Squeeze a block of metal by a few per cent, or stretch it by the same amount, and the spring picture says the two responses should be equal and opposite. Its magnetism should suffer too, since pushing atoms together widens the electron bands on which ferromagnetism depends. For nickel, calculated with the PBEsol functional at eight volumes, both guesses mislead. The resistance is strongly lopsided, while the magnetic moment hardly moves.

VASP 6.6.1 calculations with the PBEsol functional for ferromagnetic fcc nickel at fixed volumes, with one atom per cell and collinear spins without spin-orbit coupling. All runs use PAW PBE potentials, a 520 eV plane-wave cutoff, a 20×20×20 k mesh and Gaussian smearing of 0.1 eV. Pressure is positive in compression.

```csv
volume (Å³/atom),shortest distance (Å),pressure (GPa),cell moment (μB)
9.446,2.373,27.040,0.610
9.758,2.399,16.400,0.610
10.069,2.424,7.480,0.620
10.381,2.449,0.020,0.620
10.692,2.473,-6.250,0.630
11.003,2.497,-11.500,0.630
11.197,2.511,-14.300,0.630
11.315,2.520,-15.890,0.640
```

## What happens

The pressure passes through zero very close to 10.38 Å³ per atom. This is the volume the calculated crystal would choose if left alone. Smaller volumes push back with positive pressure, and larger ones have to be held open by tension, which appears as negative pressure.

The outermost rows lie 9 % below and 9 % above that volume. The compressed one pushes with 27.0 GPa, the stretched one pulls with only 15.9 GPa. The total energies of the same runs agree: the compression costs 72 meV per atom, the expansion 50 meV.

The lopsidedness is not confined to the ends. The bulk modulus, the pressure gained per fractional loss of volume, can be taken from each pair of neighbouring rows. It falls at every step of expansion, from 327 GPa between the two smallest volumes to 152 GPa between the two largest. Nickel therefore loses more than half its stiffness while its volume grows by a fifth.

## Why the crystal stiffens when squeezed

Two tendencies compete in a metal such as nickel. Electrons shared between neighbouring atoms lower the energy, and this pulls the atoms together. Against it stands the kinetic energy of electrons confined to less space, including the cost of pushing the outer electrons into regions already occupied by the atomic cores. At zero pressure the two balance.

Both grow as the atoms approach, and the repulsion is the steeper of the two. On compression it therefore outruns the attraction, and each further step costs more than the last. On expansion both fade, so the restoring force grows less than a spring would demand. This is the standard account of metallic cohesion; the calculation gives the total energy and pressure, not the two contributions.

A simple energy well contains this idea. Let $q$ be the shortest distance divided by its value at zero pressure, so that the volume is $V=V_0q^3$, with $V_0$ the zero-pressure volume. Take the energy per atom as

$$E=-D\,[1+\eta(q-1)]\,e^{-\eta(q-1)} .$$

Here $D$ is the depth of the well, and $\eta$ says how quickly the bonding fades. The slope of this curve is $D\eta^2(q-1)e^{-\eta(q-1)}$: a spring force multiplied by an exponential. Pressure is the energy released per unit of added volume, $P=-dE/dV$, and $dV=3V_0q^2\,dq$. This leads to the Vinet equation of state,

$$P=3B_0\,\frac{1-q}{q^2}\,e^{\eta(1-q)} ,$$

where $B_0=D\eta^2/(9V_0)$ is the bulk modulus at zero pressure.

Each factor has a plain meaning. The term $1-q$ is the spring. The division by $q^2$ reflects that the same force acts on a smaller area when the crystal shrinks. The exponential describes a bond that tightens when shortened and slackens when lengthened.

## How large each part is

The volume $V_0$ was read from the point where the tabulated pressure crosses zero. A least-squares fit to all eight pressures then gave $B_0=228$ GPa and $\eta=5.77$. The typical miss is about 0.02 GPa, tiny beside pressures that span more than 40 GPa.

Two rows show the mechanism at work, one compressed by 6 % (volume 9.758 Å³) and one expanded by 6 % (11.003 Å³). Both were part of the fit, so this illustrates the formula and is not a prediction. The cube roots of the volume ratios give $q=0.97955$ and $q=1.01955$. The spring and the area alone would yield

$$684\times\frac{0.02045}{0.97955^2}\approx 14.6\ \text{GPa},\qquad 684\times\frac{-0.01955}{1.01955^2}\approx -12.9\ \text{GPa},$$

where $684=3\times228$. The exponential multiplies the first by 1.125 and the second by 0.893:

$$14.6\times1.125\approx16.4\ \text{GPa},\qquad -12.9\times0.893\approx-11.5\ \text{GPa}.$$

The table has 16.4 and −11.5 GPa. Geometry makes a modest difference between squeezing and stretching, and the changing bond makes a larger one.

The same division holds at the ends of the series, where the push is 1.70 times the pull. Within the model, geometry supplies a factor of 1.20 and the exponential a factor of 1.415. If the exponential is removed and the stiffness fitted afresh, the formula falls 4.2 GPa short at the smallest volume and demands 3.1 GPa too much tension at the largest. A harmonic bond in a shrinking cell is therefore not enough. The success of the exponential form supports an anharmonic well, though it does not identify which electrons make it so.

The model also gives a rule for neighbouring cases. Near zero pressure the bulk modulus rises by $1+2\eta/3\approx4.8$ GPa for each added GPa of pressure. Put differently, one per cent less volume makes nickel nearly five per cent stiffer. A metal whose bonding fades over a shorter fraction of its neighbour distance has a larger $\eta$, and should stiffen faster.

## The row that breaks the spacing

Towards the end of the table the pressure seems to level off abruptly. From 11.003 to 11.197 Å³ it drops by 2.8 GPa, and in the next step by only 1.6 GPa, after a drop of more than 5 GPa just before. The cause is the spacing of the volumes. The row at 11.197 Å³ sits between two members of an otherwise even series and cuts one normal step into two short ones.

Divided by the change in volume, the drops fall gently, as the softening bond requires. This row also began from a larger trial moment and was computed with fewer electron bands than the others. Its pressure and moment nevertheless lie on the common curve, so it reached the same ferromagnetic state.

## Why the moment barely responds

The cell moment appears to climb in small stairs, with plateaus at 0.61, 0.62 and 0.63 Bohr magnetons. The stairs come from rounding to two decimals. Before rounding, the moment rises smoothly at every step, from 0.608 to 0.635 Bohr magnetons. That is a gain of 4.4 % over the whole series, during which the bulk modulus halves.

The reason lies in counting electrons, as the usual theory of nickel has it. Ten valence electrons per atom are shared between the d states and the broader s and p states. The d states of the majority spin are almost full, so the moment is set mainly by the number of empty d states of the minority spin. Compression broadens the d bands considerably, by tens of per cent over this range according to the usual scaling with distance. But broadening a full band does not empty it as long as its top stays below the Fermi level, the energy up to which states are filled. If the d states also keep nearly the same share of the ten electrons, the number of empty ones hardly changes.

The small decline under compression suggests that this share rises slightly. A plausible cause is that the broad s and p states are pushed up in energy as the atoms close in, and also mix more strongly with the d states. Some electrons would then pass into the d states and fill a few of the empty places. The calculation does not isolate this effect, so it remains an interpretation.

The size of the response is easier to state. A power law fitted to the unrounded moments of all eight rows gives an exponent of 0.24. One per cent more volume thus raises the moment by about a quarter of a per cent. These are spin moments only; the small orbital part that a magnetic measurement also sees would require spin-orbit coupling.

## What to do about it

For volume changes beyond a per cent or two, a single bulk modulus is a poor guide. Let $e=1-V/V_0$ be the fractional compression, negative on expansion. The linear estimate $B_0e$ gives 20.5 GPa for 9 % in either direction ($228\times0.09$). That is about a quarter too small for the compressed crystal and more than a quarter too large for the stretched one.

Expanding the Vinet equation to the next order gives a correction that can be worked by hand:

$$P\approx B_0\,e\,(1+2.9\,e).$$

The 2.9 is half of one plus the pressure derivative, $(1+4.8)/2$. At 9 % this gives about 26 GPa of push and 15 GPa of pull, within 5 % of the tabulated pressures. For the middle of the range it is better still, and for the ends the full exponential form is worth the extra keystroke.

Compression should be counted from the calculated zero-pressure volume, not from a measured one. Real nickel occupies roughly 11 Å³ per atom, and at 11.003 Å³ this calculation already reports a tension of 11.5 GPa. Zero-point motion and warming to room temperature, both absent here, would expand the calculated crystal and close a small part of the gap. Most of it arises because PBEsol binds nickel too tightly.

That error in volume carries over into stiffness. The calculated 228 GPa exceeds the measured bulk modulus, which is roughly 190 GPa. Yet between 10.692 and 11.003 Å³, close to the real volume, the calculated stiffness is only 183 GPa. Much of the apparent excess thus comes from evaluating the bond at too short a distance, where this crystal is stiffer.

The stretched rows need one more caution. They describe a perfect lattice pulled evenly in all directions, with one atom in the repeating cell. Such a cell cannot open a void or a crack, so its tension describes the elasticity of the bonds and should not be read as the strength of a nickel part.

For the magnetic moment the advice is simpler. Over this range a constant value near 0.62 Bohr magnetons is good to about 3 %, and the quarter-per-cent rule supplies the remaining correction. Small moment changes should be followed with at least three decimals, or rounding will turn a smooth response into apparent jumps.
